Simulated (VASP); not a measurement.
Method: PBE GGA, VASP's PBE PAW potentials (set 64) (plane waves; VASP).

Input for VASP

**INCAR**
```
ALGO  =  Normal
EDIFF  =  1E-6
EDIFFG  =  -0.01
ENCUT  =  400
GGA  =  PE
IBRION  =  2
ISIF  =  3
ISMEAR  =  0
LASPH  =  T
LCHARG  =  F
LMAXMIX  =  4
LREAL  =  F
LWAVE  =  F
NELM  =  100
NSW  =  40
PREC  =  Accurate
SIGMA  =  0.05
SYSTEM  =  CdTe
```

File KPOINTS:
```
Automatic mesh
0
Gamma
5 5 5
0 0 0
```

File POSCAR:
```
CdTe
1
    0.0000000000     3.2400000000     3.2400000000
    3.2400000000     0.0000000000     3.2400000000
    3.2400000000     3.2400000000     0.0000000000
Cd Te
1 1
Direct
  0.0000000000   0.0000000000   0.0000000000
  0.2500000000   0.2500000000   0.2500000000
```

POTCAR, in this order: Cd Te (PBE.64 set). Program: vasp_std.

Energy and stress use the plane-wave basis of the starting cell. Unless said otherwise, spin-orbit coupling is left out, though it shifts the bands of the heavy elements here.

Problem. Estimate the energy per atom (σ→0), volume per atom, band gap (on the k-mesh).

Solution. 
energy per atom (σ→0): -230.8 kJ/mol of atoms
band gap (on the k-mesh): 0.59 eV
volume per atom: 36.05 Å³/atom

File OSZICAR:
```
...
DAV:   2    -0.478943399424E+01    0.43467E-01   -0.12142E-01   275   0.533E+00    0.500E-01
DAV:   3    -0.478502342967E+01    0.44106E-02   -0.11166E-02   270   0.110E+00    0.419E-01
DAV:   4    -0.478444967359E+01    0.57376E-03   -0.11284E-03   285   0.268E-01    0.809E-02
DAV:   5    -0.478442825147E+01    0.21422E-04   -0.12515E-04   270   0.144E-01    0.573E-02
DAV:   6    -0.478443565988E+01   -0.74084E-05   -0.35828E-05   273   0.629E-02    0.170E-02
DAV:   7    -0.478443444818E+01    0.12117E-05   -0.26276E-06   266   0.194E-02    0.421E-03
DAV:   8    -0.478443484942E+01   -0.40124E-06   -0.70045E-07   205   0.632E-03
   3 F= -.47844348E+01 E0= -.47844348E+01  d E =-.297433E-01
```

The compound is CdTe in the zinc blende structure. This run relaxes it. Symmetry was kept, so distortions that lower it aren't found.
